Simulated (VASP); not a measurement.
Wanted: the native input for a VASP 6.6.1 run.

- Task: electron localisation function
- Functional: PBE
- Potentials or basis: VASP PAW PBE potentials, release 64 (O, Si, H)
- Cutoff: 520 eV
- k mesh: 1 × 1 × 1
- Occupations: gaussian, width 0.01 eV
- Spin: no spin polarisation
- Further INCAR settings: ALGO = Fast; EDIFF = 1e-06

The structure of OSiH2 lies in POSCAR:

```
SiH2O
1.0
   10.0000000000      0.0000000000      0.0000000000
    0.0000000000     12.0000000000      0.0000000000
    0.0000000000      0.0000000000     12.0000000000
O Si H
1 1 2
Direct
    0.4651450000      0.5538458300      0.6110750000
    0.4927950000      0.5202041700      0.4915250000
    0.5374550000      0.4072208300      0.4572666700
    0.4784650000      0.5962791700      0.3945916700
```

The input as run:

INCAR

```
SYSTEM = SiH2O
ALGO     = Fast           ! electronic algorithm
EDIFF    = 1E-6           ! SCF threshold, eV
ENCUT    = 520            ! plane-wave cutoff, eV
GGA      = PE             ! functional
ISIF     = 2              ! what is computed and relaxed
ISMEAR   = 0              ! smearing method
LASPH    = .TRUE.         ! aspherical terms in the spheres
LCHARG   = .TRUE.         ! write CHGCAR
LELF     = .TRUE.         ! ELF
LREAL    = .FALSE.        ! projectors in reciprocal space
LWAVE    = .FALSE.        ! write WAVECAR
NELM     = 60             ! most SCF steps
PREC     = Accurate       ! precision mode
SIGMA    = 0.01           ! smearing width, eV
```

KPOINTS

```
k-points
0
G
  1 1 1
  0 0 0
```

Potentials or basis: VASP PAW PBE potentials, release 64 (O, Si, H).

Launch:

```bash
$ cat potpaw_PBE.64/O/POTCAR potpaw_PBE.64/Si/POTCAR potpaw_PBE.64/H/POTCAR > POTCAR
$ mpirun -np 1 vasp_gam > vasp.out
```

Results of the run:

The largest force is 1.076 eV/Å and the gap between the frontier levels is 3.62 eV.

It took 2.2 min on 1 thread of AMD EPYC 7R13 Processor (Zen 3), with other jobs on the host, peak memory 1.1 GiB.
